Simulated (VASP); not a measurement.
# CuW (Pm-3m) in VASP: further runs, part 3 of 3

VASP 6.6.1.

## (6) Single point, PBE

Contents of INCAR:

```
SYSTEM = CuW
PREC = Accurate
ENCUT = 520
EDIFF = 1E-6
ISMEAR = 1
SIGMA = 0.025
LREAL = .False.
LASPH = .True.
NELM = 80
ALGO = Fast
ISIF = 2
LWAVE = .False.
LCHARG = .False.
GGA = PE
NBANDS = 20
```

Contents of KPOINTS:

```
regular mesh
0
Gamma
  6 6 6
  0 0 0
```

Contents of POSCAR:

```
CuW
1.0
    3.0363195171      0.0000000000      0.0000000000
    0.0000000000      3.0363195171      0.0000000000
    0.0000000000      0.0000000000      3.0363195171
W Cu
1 1
Direct
    0.0000000000      0.0000000000      0.0000000000
    0.5000000000      0.5000000000      0.5000000000
```

Potentials or basis: VASP PAW PBE potentials, release 64 (W_sv, Cu).

Started as:

```
$ cat potpaw_PBE.64/W_sv/POTCAR potpaw_PBE.64/Cu/POTCAR > POTCAR
$ mpirun -np 1 vasp_std > vasp.out
```

OUTCAR:

```text
SYSTEM = CuW
   PREC = Accurate
   ENCUT = 520
   EDIFF = 1E-6
   ISMEAR = 1
   LREAL = .False.
   LASPH = .True.
   NELM = 80
   ISIF = 2
   GGA = PE

 ion  position               nearest neighbor table
   1  0.000  0.000  0.000-   2 2.63   2 2.63   2 2.63   2 2.63   2 2.63   2 2.63   2 2.63   2 2.63

   2  0.500  0.500  0.500-   1 2.63   1 2.63   1 2.63   1 2.63   1 2.63   1 2.63   1 2.63   1 2.63

  LATTYP: Found a simple cubic cell.
 ALAT       =     3.0363195171

  Lattice vectors:

 A1 = (   3.0363195171,   0.0000000000,   0.0000000000)
[... 643 lines left out ...]

  FORCE on cell =-STRESS in cart. coord.  units (eV):
  Direction    XX          YY          ZZ          XY          YZ          ZX
  --------------------------------------------------------------------------------------
  -------------------------------------------------------------------------------------
  Total        0.0809634      0.0809634      0.0809634      0.0000000      0.0000000      0.0000000
  in kB        4.6340077      4.6340077      4.6340077      0.0000000      0.0000000      0.0000000
  external PRESSURE =       4.6340077 kB  Pullay stress =       0.0000000 kB

 VOLUME and BASIS-vectors are now :
 -----------------------------------------------------------------------------
  energy-cutoff  :      520.00
  volume of cell :       27.99
      direct lattice vectors                 reciprocal lattice vectors
     3.036319517  0.000000000  0.000000000     0.329346103  0.000000000  0.000000000
     0.000000000  3.036319517  0.000000000     0.000000000  0.329346103  0.000000000
     0.000000000  0.000000000  3.036319517     0.000000000  0.000000000  0.329346103

 POSITION                                       TOTAL-FORCE (eV/Angst)
 -----------------------------------------------------------------------------------
      0.00000      0.00000      0.00000         0.000000      0.000000      0.000000
      1.51816      1.51816      1.51816         0.000000      0.000000      0.000000
 -----------------------------------------------------------------------------------
    total drift:                                0.000000      0.000000     -0.000000

  FREE ENERGIE OF THE ION-ELECTRON SYSTEM (eV)
  ---------------------------------------------------
  free  energy   TOTEN  =       -15.3822416171 eV

  energy  without entropy=      -15.3811452409  energy(sigma->0) =      -15.38187616
```

OSZICAR:

```text
N       E                     dE             d eps       ncg     rms          rms(c)
DAV:   1     0.174760238520E+03    0.17476E+03   -0.12172E+04   856   0.175E+03
DAV:   2    -0.998705074731E+01   -0.18475E+03   -0.17846E+03   836   0.391E+02
DAV:   3    -0.176292423010E+02   -0.76422E+01   -0.74284E+01   940   0.827E+01
DAV:   4    -0.177452973085E+02   -0.11606E+00   -0.11537E+00   912   0.990E+00
DAV:   5    -0.177478366033E+02   -0.25393E-02   -0.25391E-02  1044   0.157E+00    0.212E+01
RMM:   6    -0.188768422556E+02   -0.11290E+01   -0.20419E+01   960   0.579E+01    0.140E+01
RMM:   7    -0.154059783358E+02    0.34709E+01   -0.57537E+00   905   0.328E+01    0.473E+00
RMM:   8    -0.153939159108E+02    0.12062E-01   -0.61709E-01   915   0.701E+00    0.127E+00
RMM:   9    -0.153847678243E+02    0.91481E-02   -0.55658E-02  1017   0.236E+00    0.943E-01
RMM:  10    -0.153864548929E+02   -0.16871E-02   -0.17910E-02   983   0.160E+00    0.443E-01
RMM:  11    -0.153828613603E+02    0.35935E-02   -0.52305E-03  1036   0.659E-01    0.292E-01
RMM:  12    -0.153822534014E+02    0.60796E-03   -0.26314E-03  1005   0.514E-01    0.352E-01
RMM:  13    -0.153825036155E+02   -0.25021E-03   -0.58591E-04  1017   0.294E-01    0.244E-01
RMM:  14    -0.153822285314E+02    0.27508E-03   -0.53128E-04   996   0.311E-01    0.423E-02
RMM:  15    -0.153822398476E+02   -0.11316E-04   -0.11863E-04  1037   0.830E-02    0.167E-02
RMM:  16    -0.153822415222E+02   -0.16746E-05   -0.12964E-05   920   0.352E-02    0.456E-03
RMM:  17    -0.153822416171E+02   -0.94896E-07   -0.32487E-06   792   0.165E-02
   1 F= -.15382242E+02 E0= -.15381876E+02  d E =-.109638E-02
```

stdout:

```text
POSCAR found type information on POSCAR W Cu
 POSCAR found :  2 types and       2 ions
 scaLAPACK will be used
 LDA part: xc-table for (Slater+PW92), standard interpolation
 POSCAR, INCAR and KPOINTS ok, starting setup
 FFT: planning ... GRIDC
 FFT: planning ... GRID_SOFT
 FFT: planning ... GRID
 WAVECAR not read
 entering main loop
```

It used 7.7 s of CPU time on 1 thread of Intel(R) Xeon(R) Platinum 8488C (Sapphire Rapids), with other jobs on the host, which was overloaded at the time.

What came out:

| Quantity | Value |
| --- | --- |
| Free energy | -15.3822 eV |
| Pressure | 0.5 GPa |
| Band gap on the k mesh | none (metal or under the smearing width) |

## (7) Relaxation of cell and atoms, PBE

This run uses another cell than the first one, of 13.06 Å³/atom, 0.932 times its volume.

Contents of INCAR:

```
SYSTEM = CuW
PREC = Accurate
ENCUT = 600
EDIFF = 1E-7
ISMEAR = 1
SIGMA = 0.025
LREAL = .FALSE.
LASPH = .TRUE.
NELM = 80
ALGO = Normal
ISIF = 3
LWAVE = .FALSE.
LCHARG = .FALSE.
GGA = PE
IBRION = 2
NSW = 60
EDIFFG = -0.01
```

Contents of KPOINTS:

```
regular mesh
0
G
  6 6 6
  0 0 0
```

Contents of POSCAR:

```
CuW
1.0
    2.9671120000      0.0000000000      0.0000000000
    0.0000000000      2.9671120000      0.0000000000
    0.0000000000      0.0000000000      2.9671120000
W Cu
1 1
Direct
    0.0000000000      0.0000000000      0.0000000000
    0.5000000000      0.5000000000      0.5000000000
```

Potentials or basis: VASP PAW PBE potentials, release 64 (W_sv, Cu).

Started as:

```
$ cat potpaw_PBE.64/W_sv/POTCAR potpaw_PBE.64/Cu/POTCAR > POTCAR
$ mpirun -np 1 vasp_std > vasp.out
```

OUTCAR:

```text
SYSTEM = CuW
   PREC = Accurate
   ENCUT = 600
   EDIFF = 1E-7
   ISMEAR = 1
   LREAL = .FALSE.
   LASPH = .TRUE.
   NELM = 80
   ISIF = 3
   GGA = PE
   IBRION = 2
   NSW = 60
   EDIFFG = -0.01

 ion  position               nearest neighbor table
   1  0.000  0.000  0.000-   2 2.57   2 2.57   2 2.57   2 2.57   2 2.57   2 2.57   2 2.57   2 2.57

   2  0.500  0.500  0.500-   1 2.57   1 2.57   1 2.57   1 2.57   1 2.57   1 2.57   1 2.57   1 2.57

  LATTYP: Found a simple cubic cell.
 ALAT       =     2.9671120000

  Lattice vectors:

 A1 = (   2.9671120000,   0.0000000000,   0.0000000000)
 A2 = (   0.0000000000,   2.9671120000,   0.0000000000)
 A3 = (   0.0000000000,   0.0000000000,   2.9671120000)

Analysis of symmetry for initial positions (statically):
[... 175 lines left out ...]
 val. band max:       10.6281735701   @ k =   0.3333   0.3333   0.1667
 cond. band min:      10.6336449337   @ k =   0.5000   0.3333   0.1667
 fundamental gap:      0.0054713636
 Fermi energy:        10.6326411876

 k-point     1 :       0.0000    0.0000    0.0000
  band No.  band energies     occupation
      1     -63.3304      2.00000
      2     -27.3589      2.00000
      3     -27.3589      2.00000
      4     -27.3589      2.00000
      5       0.6540      2.00000
      6       4.8528      2.00000
[... 476 lines left out ...]
--------------------------------------- Ionic step        4  -------------------------------------------

 number of electron      24.9999984 magnetization

 Free energy of the ion-electron system (eV)
  ---------------------------------------------------
  ext. energy  EPLUGINS =         0.00000000
  ---------------------------------------------------
  free energy    TOTEN  =       -15.38209505 eV

  energy without entropy =      -15.38100498  energy(sigma->0) =      -15.38173169

 E-fermi :   9.6294     XC(G=0): -13.2122

 val. band max:        9.6248899228   @ k =   0.5000   0.3333   0.1667
 cond. band min:       9.6315227520   @ k =   0.3333   0.3333   0.1667
 fundamental gap:      0.0066328291
 Fermi energy:         9.6294348730

 k-point     1 :       0.0000    0.0000    0.0000
  band No.  band energies     occupation
      1     -64.4639      2.00000
      2     -28.4878      2.00000
      3     -28.4878      2.00000
      4     -28.4878      2.00000
      5       0.1384      2.00000
      6       4.3566      2.00000
[... 398 lines left out ...]
  FREE ENERGIE OF THE ION-ELECTRON SYSTEM (eV)
  ---------------------------------------------------
  free  energy   TOTEN  =       -15.3820950480 eV

  energy  without entropy=      -15.3810049794  energy(sigma->0) =      -15.38173169

 reached required accuracy - stopping structural energy minimisation
```

OSZICAR:

```text
N       E                     dE             d eps       ncg     rms          rms(c)
DAV:   1     0.165975144503E+03    0.16598E+03   -0.13766E+04   640   0.247E+03
DAV:   2    -0.128796207174E+02   -0.17885E+03   -0.17644E+03   752   0.444E+02
DAV:   3    -0.175998957922E+02   -0.47203E+01   -0.46753E+01   880   0.799E+01
[... 51 lines left out ...]
DAV:   4    -0.153821259267E+02    0.24450E-03   -0.11083E-03   888   0.761E-01    0.815E-02
DAV:   5    -0.153820967111E+02    0.29216E-04   -0.10003E-04   976   0.197E-01    0.197E-02
DAV:   6    -0.153820952568E+02    0.14543E-05   -0.13347E-05   824   0.493E-02    0.331E-03
DAV:   7    -0.153820950835E+02    0.17329E-06   -0.68155E-07   752   0.172E-02    0.268E-03
DAV:   8    -0.153820950480E+02    0.35439E-07   -0.77189E-08   320   0.630E-03
   4 F= -.15382095E+02 E0= -.15381732E+02  d E =-.108634E+00
```

It took 24 s on 1 thread of Intel Xeon Platinum 8488C (Sapphire Rapids), shared host; peak memory 0.15 GiB.

Results:

```yaml
Free_energy: -15.3821 eV
Relaxed_volume: 14.02 Å³/atom
Relaxed_cell: a = 3.038 Å, b = 3.038 Å, c = 3.038 Å, α = 90.00°, β = 90.00°, γ = 90.00°
Space_group_after_relaxing_to_0.05_Å: Pm-3m (No. 221)
Energy_gained_by_relaxing: 54.3 meV/atom
Ionic_steps: 4
Pressure_after_relaxing: 0.0 GPa
Band_gap_on_the_k_mesh: none (metal or under the smearing width)
```

Step by step:
| step | energy change (eV) | largest force (eV/Å) | pressure (GPa) | volume (Å³) |
| --- | --- | --- | --- | --- |
| 1 | 0.0000 | 0.0000 | 19.40 | 26.12 |
| 2 | 0.2887 | 0.0000 | -24.33 | 32.57 |
| 3 | -0.1084 | 0.0000 | -0.87 | 28.14 |
| 4 | -0.1086 | 0.0000 | -0.03 | 28.05 |

Final structure:
```cif
data_structure
_symmetry_space_group_name_H-M 'P 1'
_symmetry_Int_Tables_number 1
_cell_length_a 3.0383
_cell_length_b 3.0383
_cell_length_c 3.0383
_cell_angle_alpha 90.000
_cell_angle_beta 90.000
_cell_angle_gamma 90.000
_cell_volume 28.05
loop_
_atom_site_label
_atom_site_type_symbol
_atom_site_fract_x
_atom_site_fract_y
_atom_site_fract_z
_atom_site_occupancy
W1 W 0.00000 0.00000 0.00000 1
Cu1 Cu 0.50000 0.50000 0.50000 1
```

## (8) The runs side by side

| task | cell | cutoff (eV) | smearing | gap on the mesh (eV) | pressure (GPa) | relaxed volume (Å³/atom) |
| --- | --- | --- | --- | --- | --- | --- |
| single point | Pm-3m, 14.01 Å³/atom | 520 | fermi-dirac 0.1 eV | none | 0.6 | - |
| relaxation of cell and atoms | relaxed | 600 | fermi-dirac 0.1 eV | none | 0.0 | 14.04 |
| single point | Pm-3m, 14.0 Å³/atom | 520 | methfessel-paxton 0.025 eV | none | 0.5 | - |
| relaxation of cell and atoms | relaxed | 600 | methfessel-paxton 0.025 eV | none | 0.0 | 14.02 |

Alike in all rows: level PBE; potentials or basis VASP PAW PBE potentials, release 64 (W_sv, Cu); no spin polarisation; k mesh 6 × 6 × 6.

Total energies depend on the potentials used, so only differences within one code and one set of settings carry meaning.
